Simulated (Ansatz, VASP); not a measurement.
## Cross-check of KCl (KCl (Fm-3m)) between VASP and Ansatz

Aim: how closely do two programs agree when they are given the same cell, functional and k mesh? The cell is taken from a series of runs on this material, whose earlier steps may have relaxed, scaled, displaced or heated it; both programs get it as it stands.

Program: Ansatz 0.2.0. Level of theory: plane waves, with VASP 6.6.1 beside it; single point at PBE0 form with 15 % exact exchange with an exact-exchange share of 0.15. Results are calculated unless marked as measured.

### 1. Set-up

The structure is cubic, space group Fm-3m (No. 225). Conventional cell: a = 6.243 Å, b = 6.243 Å, c = 6.243 Å, α = 90.00°, β = 90.00°, γ = 90.00°. Nearest to K lie 6 Cl at 3.12 Å. Nearest to Cl lie 6 K at 3.12 Å. Farther neighbours and most contacts between anions are not listed.

### 2. Ansatz: single point, PBE0 form with 15 % exact exchange with an exact-exchange share of 0.15

Ansatz runs on its PAW soft_1 files.

A single point gives forces, pressure and levels at one fixed geometry, so differences don't come from the geometry; what else differs is listed under the comparison.

File input.yaml:

```yaml
crystal:
  lattice:
    - [0.0, 3.121557595, 3.121557595]
    - [3.121557595, 0.0, 3.121557595]
    - [3.121557595, 3.121557595, 0.0]
  atoms:
    - { symbol: K, position: [0.0, 0.0, 0.0] }
    - { symbol: Cl, position: [0.5, 0.5, 0.5] }
basis:
  ecutwfc: 420.0
  ecutrho_ratio: 4
  xc_grid: 2
  fft_grid_basis: typed
  precision: f64
kpoints:
  mp_grid: { grid: [4, 4, 4] }
  band_path: { path: [VBM, CBM], npoints: 1 }
hamiltonian:
  xc: { preset: pbe0, exx: 0.15 }
  pseudopotentials:
    kind: paw
    azcp: { folder: soft_1, Cl: "soft_1/Cl.paw.azcp", K: "soft_1/K.paw.azcp" }
scf:
  max_iter: 80
  occupations: { method: fixed }
output:
  forces: true
checkpoint:
  write: "../host.hyb2.run"
  compress: false
  write_wavefunctions: true
  write_every: 100000
```

Run with:

```console
$ ansatz run input.yaml --threads 10 --pin off --max-ram 65945MiB --backend cuda --events-out ev --progress --plain --runs-dir out
```

Numbers of over 12 decimals in the logs are rounded to 6 here.

Output:

```text
Engine: ansatz 0.2.0, x86_64-unknown-linux-gnu
Pseudopotentials: kind: paw
Pseudopotential: K, paw, valence charge 9, recommended cutoff 420 eV (normal), soft_1/K.paw.azcp
Pseudopotential: Cl, paw, valence charge 7, recommended cutoff 420 eV (normal), soft_1/Cl.paw.azcp
Functional definition: unnamed
  parameter a_1 = 0.15
  exchange = (1 - a_1)*pbe_x + a_1*exact_x
  correlation = pbe_c
davidson cushion auto → on  (no smearing: the cushion is to keep the highest requested band from converging to the state above it; pin scf.eigensolver.cushion to override)
device memory: the entry about to start is reckoned to put 1.9 GiB on a device that reports 78.6 GiB free
GPU FFT provider: cuFFT
GPU libraries: cuBLAS 13.8.2, cuFFT 12.4.0, cuSOLVER 12.3.4
Crystal: 2 atoms, lattice volume = 60.834 Å³
Basis set: ecut = 420 eV, 1243 PW (Γ), exchange–correlation on 60×60×60 points (8 copies of the dense FFT grid, shifted against one another)
Bands: 12, of which v1, the nominal top of the filled ones, is band 8 counted from 1 (7 counted from 0)
Symmetry: 48 space group operations
Space group: Fm-3m (ITA 225), of the structure as read, at distance tolerance 3.9e-5 Å
k-points: 8 of 64
Non-local potential: K, projectors of the file, l = 0: 3, l = 1: 2, l = 2: 2
Non-local potential: Cl, projectors of the file, l = 0: 2, l = 1: 2, l = 2: 1
PAW form: soft (Blöchl's): semilocal exchange-correlation on the pseudo side does not see the compensation charge
PAW frozen core: K, regenerated for the run's functional, and the local potential with it (the file was generated under x = pbe(κ = 0.804, μ = 0.219515), c = pbe(β = 0.066725))
PAW frozen core: Cl, regenerated for the run's functional, and the local potential with it (the file was generated under x = pbe(κ = 0.804, μ = 0.219515), c = pbe(β = 0.066725))
PAW one-centre angular grid: K, 110 points (default); XC on 64 Gauss nodes
PAW one-centre angular grid: Cl, 110 points (default); XC on 64 Gauss nodes
Initial density: superposition of atomic densities (chi_scale 0.1, normalization cell, long waves kept (reshape's long-wave potential 0.00 eV rms))
Initial wavefunctions: pseudopotential atomic-orbital guess
GPU buffer pool allocated for 27000 grid points (all kernels)
GPU transforms: local potential and band sums: pruned to the plane-wave sphere, on 30×30×30
Functional: x = pbe(κ = 0.804, μ = 0.219515), c = pbe(β = 0.066725), warm-up for x = 0.85 pbe(κ = 0.804, μ = 0.219515) + 0.15 exact, c = pbe(β = 0.066725)
SCF iter   1: F=—  HF=-2622.001056 eV  |F-HF|=—  |Δ(HF+E_count)|=         —  Δρ=4.47e-2  dr2=1.92e0  ethr=1.00e-1  ⟨swp⟩=7.0  Hψ=367  notcnv=0
preconditioner: auto → none  [insulator: Δε(μ)=3.953 eV  Ē_g=15.286 eV  n_scr=14 (ndim 8)  ℏωp=17.8 eV  f_vac=0.000]
iter 2 solved again at ethr=8.47e-4 eV; its pass at ethr=1.20e-2 eV (dr2=1.36e-1 eV) is discarded
SCF iter   2: F=—  HF=-2621.228687 eV  |F-HF|=—  |Δ(HF+E_count)|=   7.72e-1  Δρ=1.17e-2  dr2=1.36e-1  ethr=8.47e-4  ⟨swp⟩=3.0  Hψ=549  notcnv=0  defer=4
SCF iter   3: F=—  HF=-2621.204004 eV  |F-HF|=—  |Δ(HF+E_count)|=   2.47e-2  Δρ=4.40e-3  dr2=1.34e-2  ethr=8.47e-4  ⟨swp⟩=3.4  Hψ=249  notcnv=0  defer=1
SCF iter   4: F=-2621.211204 eV  HF=-2621.210114 eV  |F-HF|=1.09e-3  |Δ(HF+E_count)|=   6.11e-3  Δρ=1.52e-3  dr2=1.38e-3  ethr=8.35e-5  ⟨swp⟩=5.0  Hψ=286  notcnv=0  defer=5
SCF 1 stopped early in 4 iterations: F = -2621.211204 eV  dr2 = 1.38e-3
  greatest PAW one-centre occupation: 0.988 electrons in one spin orbital (limit 2), on the K atom at site 0 (counted from 0), in its partial waves of l = 0
device memory: the entry about to start is reckoned to put 2.7 GiB on a device that reports 78.5 GiB free
GPU FFT provider: cuFFT
GPU libraries: cuBLAS 13.8.2, cuFFT 12.4.0, cuSOLVER 12.3.4
Initial density: handed on by an earlier stage of this run
Initial wavefunctions: those handed on with the density
GPU buffer pool allocated for 27000 grid points (all kernels)
GPU transforms: local potential and band sums: pruned to the plane-wave sphere, on 30×30×30
Functional: x = 0.85 pbe(κ = 0.804, μ = 0.219515) + 0.15 exact, c = pbe(β = 0.066725)
Exchange kernel: α = 0.1500, full range, Wigner–Seitz truncation, v(0) = 8579.4903 eV·Å³, q-mesh 4×4×4, nearest image of the exchange supercell L = 17.66 Å, pair-density grid 18×18×18, without the augmentation charges, whose exchange is taken in its separable form by FFT convolution over the k-point mesh (sized by the pseudopotential files, 25×25×25 at the most), smooth part of the exact exchange by density-matrix convolution in up to 1.13 GiB of GPU memory as planned if the GPU has room (build and FFT work areas not counted)
Frozen-core exchange: fock
SCF iter   1: F=—  HF=-2622.475931 eV  |F-HF|=—  |Δ(HF+E_count)|=         —  Δρ=2.63e-3  dr2=3.92e-3  ethr=8.63e-5  ⟨swp⟩=6.1  Hψ=393  notcnv=0
preconditioner: auto → none  [insulator: Δε(μ)=6.465 eV  Ē_g=16.993 eV  n_scr=14 (ndim 8)  ℏωp=17.8 eV  f_vac=0.066]
SCF iter   2: F=—  HF=-2622.476794 eV  |F-HF|=—  |Δ(HF+E_count)|=   8.63e-4  Δρ=1.05e-3  dr2=5.75e-4  ethr=2.23e-5  ⟨swp⟩=3.0  Hψ=257  notcnv=0
SCF iter   3: F=—  HF=-2622.477687 eV  |F-HF|=—  |Δ(HF+E_count)|=   8.93e-4  Δρ=1.80e-4  dr2=1.85e-5  ethr=3.32e-6  ⟨swp⟩=4.6  Hψ=313  notcnv=0
SCF iter   4: F=—  HF=-2622.477687 eV  |F-HF|=—  |Δ(HF+E_count)|=   3.05e-7  Δρ=4.76e-5  dr2=1.49e-6  ethr=9.17e-8  ⟨swp⟩=4.6  Hψ=293  notcnv=0  defer=2
SCF iter   5: F=-2622.477696 eV  HF=-2622.477696 eV  |F-HF|=1.01e-8  |Δ(HF+E_count)|=   8.23e-6  Δρ=1.22e-5  dr2=7.58e-8  ethr=5.88e-9  ⟨swp⟩=5.4  Hψ=353  notcnv=0  defer=1
SCF 2 converged in 5 iterations: F = -2622.477696 eV  dr2 = 7.58e-8
hybrid outer 1: dexx = +6.780e-4 eV, tail = 6.41e-7 eV
GPU FFT provider: cuFFT
GPU libraries: cuBLAS 13.8.2, cuFFT 12.4.0, cuSOLVER 12.3.4
GPU buffer pool allocated for 27000 grid points (all kernels)
GPU transforms: local potential and band sums: pruned to the plane-wave sphere, on 30×30×30
Exchange kernel: α = 0.1500, full range, Wigner–Seitz truncation, v(0) = 8579.4903 eV·Å³, q-mesh 4×4×4, nearest image of the exchange supercell L = 17.66 Å, pair-density grid 18×18×18, without the augmentation charges, whose exchange is taken in its separable form by FFT convolution over the k-point mesh (sized by the pseudopotential files, 25×25×25 at the most), smooth part of the exact exchange by density-matrix convolution in up to 1.13 GiB of GPU memory as planned if the GPU has room (build and FFT work areas not counted)
Frozen-core exchange: fock
SCF iter   1: F=—  HF=-2622.477698 eV  |F-HF|=—  |Δ(HF+E_count)|=         —  Δρ=1.51e-5  dr2=6.94e-8  ethr=2.00e-8  ⟨swp⟩=3.5  Hψ=271  notcnv=0
preconditioner: auto → none  [insulator: Δε(μ)=6.498 eV  Ē_g=17.016 eV  n_scr=14 (ndim 8)  ℏωp=17.8 eV  f_vac=0.081]
SCF iter   2: F=-2622.477698 eV  HF=-2622.477698 eV  |F-HF|=8.31e-10  |Δ(HF+E_count)|=   2.96e-8  Δρ=5.14e-6  dr2=4.20e-9  ethr=4.33e-10  ⟨swp⟩=4.2  Hψ=319  notcnv=0
SCF 3 converged in 2 iterations: F = -2622.477698 eV  dr2 = 4.20e-9
  Residual-converged pass: ⟨swp⟩=2.9  Hψ=205  notcnv=0  max |occ|·‖R‖ = 6.6e-6 eV (tolerance 6.7e-6 eV)  dr2=4.11e-9  dr2_onsite=3.21e-10  max |Δocc| = 0.0e0
hybrid outer 2: dexx = +5.494e-9 eV, tail = 9.19e-9 eV, Δε = 7.70e-4 eV (about 1.00e-4 eV left of the loop's levels)
device memory: the entry about to start is reckoned to put 0.4 GiB on a device that reports 78.5 GiB free
NSCF: frozen V_eff on 16 k-points, pencils in batches of 32, up to order 56
device memory: the entry about to start is reckoned to put 0.4 GiB on a device that reports 78.5 GiB free
NSCF: frozen V_eff on 14 k-points, pencils in batches of 32, up to order 56
device memory: the entry about to start is reckoned to put 0.3 GiB on a device that reports 78.5 GiB free
NSCF: frozen V_eff on 3 k-points
device memory: the entry about to start is reckoned to put 0.3 GiB on a device that reports 78.5 GiB free
NSCF: frozen V_eff on 2 k-points
device memory: the entry about to start is reckoned to put 0.3 GiB on a device that reports 78.5 GiB free
NSCF: frozen V_eff on 2 k-points
device memory: the entry about to start is reckoned to put 0.3 GiB on a device that reports 78.5 GiB free
NSCF: frozen V_eff on 2 k-points
device memory: the entry about to start is reckoned to put 0.3 GiB on a device that reports 78.5 GiB free
NSCF: frozen V_eff on 2 k-points
hybrid SCF converged: 2 outer / 7 inner (+4 warm-up), last move |dexx| = 5.49e-9 eV, tail = 9.19e-9 eV
Stability not checked: this state was not tested for a lower state beside it, because the functional holds exact exchange (a hybrid, or Hartree-Fock), whose exchange loop this test does not read (fock_operator; see scf.lower_state_search)
Free energy (F): -2622.477698 eV
Frozen-core exchange: fock
Harris-Foulkes:  -2622.477698 eV  (|F-HF|=8.31e-10)
Internal energy: -2622.477698 eV  (E = F + TS)
E sigma→0 (E₀):  -2622.477698 eV
Fermi energy:    0.180008 eV
--- Per-component energies (eV) ---
  E_band       = -148.617424
  E_kinetic    = 409.073755
  E_local      = -820.015942  (includes V_loc(G=0)·N_el)
  E_nonlocal   = 43.841516
  E_hartree    = 277.122158
  E_xc         = -210.402778
  E_vxc        = -244.408984  (∫ρ·V_xc dr)
  E_exx        = -27.675915  (= α·E_x^exact, valence–valence)
  E_paw        = -1448.559597  (= ΣΔE_a)
  E_vpaw       = -36.001058  (= ΣTr[D̂ρ^β])
  E_aug_tail   = 0.000103  (compensation charges beyond the density's cutoff)
  E_ewald      = -845.716669
  E_core_change = -0.144329  (= ΣΔE_core)
  E_smearing   = -0.000000  (= −TS)
  E_closure    = 0.000000  (closes the sum)
  Σ components = -2622.477698   (vs F -2622.477698, Δ=-4.55e-13)
--- Forces (eV/Å), atoms counted from 1 ---
  atom   1  K     -0.00000000    -0.00000000     0.00000000
  atom   2  Cl     0.00000000     0.00000000     0.00000000
  max |Σ_I F_I| component: 8.22e-30 eV/Å
--- Band table (eV; the first three rows and the last of 8) ---
  k-point 0: bands = ["-28.2019", "-12.6739", "-10.8447", "-10.8447", "-10.8447", "0.1800", "0.1800", "0.1800", "6.6786", "9.9495"]
  k-point 1: bands = ["-28.1957", "-12.7664", "-10.8489", "-10.8489", "-10.7185", "-0.4484", "-0.0051", "-0.0051", "7.9786", "9.7062"]
  k-point 2: bands = ["-28.1895", "-12.8492", "-10.8531", "-10.8531", "-10.6008", "-0.9596", "-0.1784", "-0.1784", "9.0688", "10.2470"]
  k-point 7: bands = ["-28.1858", "-12.6554", "-10.9568", "-10.9568", "-10.7552", "-0.3512", "-0.3299", "-0.3299", "9.5622", "9.5622"]
  guard bands above this table: 2 of the run's 12 bands. The solve was not asked for them (output.publish_guard_bands: true or output.eigenvalues: true publishes all)
```

### 3. VASP: single point, PBE0 form with 15 % exact exchange with an exact-exchange share of 0.15

The same cell, functional and mesh now go to VASP, with its own data sets.

Lines of VASP's logs that name or quote its potential files are left out, and so is its time.

The run reads the wave functions of an earlier VASP run, which isn't shown here.

File INCAR:

```
SYSTEM = KCl
PREC = Accurate
ENCUT = 400
EDIFF = 1E-06
NELM = 100
ISMEAR = 0
SIGMA = 0.01
LREAL = .FALSE.
ALGO = Normal
LHFCALC = .TRUE.
AEXX = 0.15
GGA = PE
LASPH = .TRUE.
NBANDS = 14
PRECFOCK = Fast
LORBIT = 11
LWAVE = .FALSE.
LCHARG = .FALSE.
KPAR = 8
ISIF = 2
```

File POSCAR:

```
KCl
1.0
    0.0000000000      3.1215575950      3.1215575950
    3.1215575950      0.0000000000      3.1215575950
    3.1215575950      3.1215575950      0.0000000000
K Cl
1 1
Direct
    0.0000000000      0.0000000000      0.0000000000
    0.5000000000      0.5000000000      0.5000000000
```

File KPOINTS:

```
Automatic mesh
0
Gamma
4 4 4
0 0 0
```

Potentials, in the order of the species: K_sv and Cl (PBE family, release 64).

Run with:

```console
$ mpirun -np 8 vasp_std
```

Output:

```text
[banner, memory and clock lines left out]
running    8 mpi-ranks, on    1 nodes
 distrk:  each k-point on    1 cores,    8 groups
 distr:  one band on    1 cores,    1 groups

 POSCAR found type information on POSCAR K Cl
 POSCAR found :  2 types and       2 ions
|                                                                             |
|           W    W    AA    RRRRR   N    N  II  N    N   GGGG   !!!           |
|           W    W   A  A   R    R  NN   N  II  NN   N  G    G  !!!           |
|           W    W  A    A  R    R  N N  N  II  N N  N  G       !!!           |
|           W WW W  AAAAAA  RRRRR   N  N N  II  N  N N  G  GGG   !            |
|           WW  WW  A    A  R   R   N   NN  II  N   NN  G    G                |
|           W    W  A    A  R    R  N    N  II  N    N   GGGG   !!!           |
|                                                                             |
|     For optimal performance we recommend to set                             |
|       NCORE = 2 up to number-of-cores-per-socket                            |
|     NCORE specifies how many cores store one orbital (NPAR=cpu/NCORE).      |
|     This setting can greatly improve the performance of VASP for DFT.       |
|     The default, NCORE=1 might be grossly inefficient on modern             |
|     multi-core architectures or massively parallel machines. Do your        |
|     Unfortunately you need to use the default for GW and RPA                |
|     calculations (for HF NCORE is supported but not extensively tested      |
|     yet).                                                                   |
|                                                                             |

 LDA part: xc-table for (Slater+PW92), standard interpolation
 found WAVECAR, reading the header
 POSCAR, INCAR and KPOINTS ok, starting setup
 FFT: planning ... GRIDC
 FFT: planning ... GRID_SOFT
 FFT: planning ... GRID
 reading WAVECAR
 the WAVECAR file was read successfully
 initial charge from wavefunction
 entering main loop
       N       E                     dE             d eps       ncg     rms          rms(c)
DAV:   1    -0.774367024303E+01   -0.77437E+01   -0.43184E-02   242   0.222E+00    0.752E-01
DAV:   2    -0.774414176741E+01   -0.47152E-03   -0.21176E-03   298   0.363E-01    0.437E-01
DAV:   3    -0.774408809617E+01    0.53671E-04   -0.17554E-04   314   0.109E-01    0.244E-01
DAV:   4    -0.774407859414E+01    0.95020E-05   -0.27613E-05   288   0.438E-02    0.139E-01
DAV:   5    -0.774407686189E+01    0.17323E-05   -0.52639E-06   338   0.186E-02    0.803E-02
DAV:   6    -0.774407637111E+01    0.49078E-06   -0.10311E-06   210   0.928E-03
   1 F= -.77440764E+01 E0= -.77440764E+01  d E =-.494670E-72
```

Parts of OUTCAR (step 3):

```text
ion  position               nearest neighbor table
   1  0.000  0.000  0.000-   2 3.12   2 3.12   2 3.12   2 3.12   2 3.12   2 3.12
   2  0.500  0.500  0.500-   1 3.12   1 3.12   1 3.12   1 3.12   1 3.12   1 3.12

  LATTYP: Found a face centered cubic cell.
 ALAT       =     6.2431151900

 Subroutine GETGRP returns: Found 48 space group operations
 (whereof 48 operations were pure point group operations)

The static configuration has the point symmetry O_h .

 Found      8 irreducible k-points:

   k-points           NKPTS =      8   k-points in BZ     NKDIM =     64   number of bands    NBANDS=     14

   dimension x,y,z NGX =    30 NGY =   30 NGZ =   30
   dimension x,y,z NGXF=    60 NGYF=   60 NGZF=   60

   ENCUT  =  400.0 eV  29.40 Ry    5.42 a.u.   7.20  7.20  7.20*2*pi/ulx,y,z

   NELECT =      16.0000    total number of electrons

 k-points in reciprocal lattice and weights: Automatic mesh
   0.00000000  0.00000000  0.00000000       0.016
   0.25000000  0.00000000  0.00000000       0.125
   0.50000000  0.00000000  0.00000000       0.062
   0.25000000  0.25000000  0.00000000       0.094
   0.50000000  0.25000000  0.00000000       0.375
  -0.25000000  0.25000000  0.00000000       0.188
   0.50000000  0.50000000  0.00000000       0.047
  -0.25000000  0.50000000  0.25000000       0.094

  exchange ACFDT corr.  =         0.00000000  see jH, gK, PRB 81, 115126

 average (electrostatic) potential at core
       1 -33.0379       2 -91.7002

 E-fermi :  -2.4542

 k-point     1 :       0.0000    0.0000    0.0000
  band No.  band energies     occupation
    ...
      4     -13.6184      2.00000
      5     -13.6184      2.00000
      6      -2.5800      2.00000
      7      -2.5800      2.00000
      8      -2.5800      2.00000
      9       3.9243      0.00000
     10       7.2054      0.00000
     11       7.2054      0.00000
     12       7.2054      0.00000
     13       8.1746      0.00000
    ...

 k-point     2 :       0.2500    0.0000    0.0000
  band No.  band energies     occupation
    ...
      4     -13.6227      2.00000
      5     -13.4914      2.00000
      6      -3.2074      2.00000
      7      -2.7637      2.00000
      8      -2.7637      2.00000
      9       5.2232      0.00000
     10       6.9587      0.00000
     11       8.0086      0.00000
     12       8.0086      0.00000
     13       9.0326      0.00000
    ...

 k-point     3 :       0.5000    0.0000    0.0000
  band No.  band energies     occupation
    ...
      4     -13.6268      2.00000
      5     -13.3731      2.00000
      6      -3.7178      2.00000
      7      -2.9355      2.00000
      8      -2.9355      2.00000
      9       6.3208      0.00000
     10       7.4892      0.00000
     11       9.5815      0.00000
     12       9.5815      0.00000
     13      10.2794      0.00000
    ...

  Total        0.4073614      0.4073614      0.4073614      0.0000000      0.0000000     -0.0000000
  in kB       10.7286840     10.7286840     10.7286840      0.0000000      0.0000000     -0.0000000
  external PRESSURE =      10.7286840 kB  Pullay stress =       0.0000000 kB

  energy-cutoff  :      400.00
  volume of cell :       60.83
      direct lattice vectors                 reciprocal lattice vectors
     0.000000000  3.121557595  3.121557595    -0.160176446  0.160176446  0.160176446
     3.121557595  0.000000000  3.121557595     0.160176446 -0.160176446  0.160176446
     3.121557595  3.121557595  0.000000000     0.160176446  0.160176446 -0.160176446

 POSITION                                       TOTAL-FORCE (eV/Angst)
 -----------------------------------------------------------------------------------
      0.00000      0.00000      0.00000         0.000000     -0.000000      0.000000
      3.12156      3.12156      3.12156        -0.000000      0.000000     -0.000000
 -----------------------------------------------------------------------------------
    total drift:                               -0.000000     -0.000000     -0.000000

  FREE ENERGIE OF THE ION-ELECTRON SYSTEM (eV)
  ---------------------------------------------------
  free  energy   TOTEN  =        -7.7440763711 eV

  energy  without entropy=       -7.7440763711  energy(sigma->0) =       -7.74407637

 total charge
# of ion       s       p       d       tot
------------------------------------------
    1        1.958   5.609   0.023   7.590
    2        1.584   3.586   0.000   5.170
--------------------------------------------------
tot          3.542   9.195   0.023  12.760

[... 3 further parts left out ...]
```

The run ends at a pressure of 1.07 GPa.

### 4. Comparison

Known differences besides the potentials themselves: exact exchange at q = 0 is treated differently, which shows on coarse meshes; VASP keeps PBE cores, Ansatz makes them for the functional; fixed occupations in Ansatz, narrow Gaussian smearing in VASP; the cutoff is 420 eV in Ansatz and 400 eV in VASP; VASP takes a coarser grid for exact exchange (PRECFOCK = Fast). Total energies have different zeros and are not compared.

Compared:

```
              quantity  Ansatz   VASP  difference
gap on the k mesh (eV)   6.499  6.504      -0.006
```

A gap on the mesh is an upper bound, since the band edges may lie between its points.

### 5. What came out

| Quantity | Value |
| --- | --- |
| difference in gap on the k mesh (single point, PBE0 form with 15 % exact exchange with an exact-exchange share of 0.15) | -0.0057 eV |

**Reading.** The difference in gap on the k mesh is -0.0057 eV (single point, PBE0 form with 15 % exact exchange with an exact-exchange share of 0.15), within the 0.08 eV picked in this series as the mark of a large difference. How closely two codes agree says nothing of how well the functional describes the real material.

[Lines on the potential files, build, host, timing and source positions are cut from VASP's logs without a mark.]

[Logs are printed without paths, hosts, clocks, repeated set-up lines and the standing remarks that a program may print on its own settings, such as how far it seeks lower states.]

[Hosts, paths, dates, database ids (printed as entryN), source tags and the programs' standing remarks are cut or masked in the printed files.]
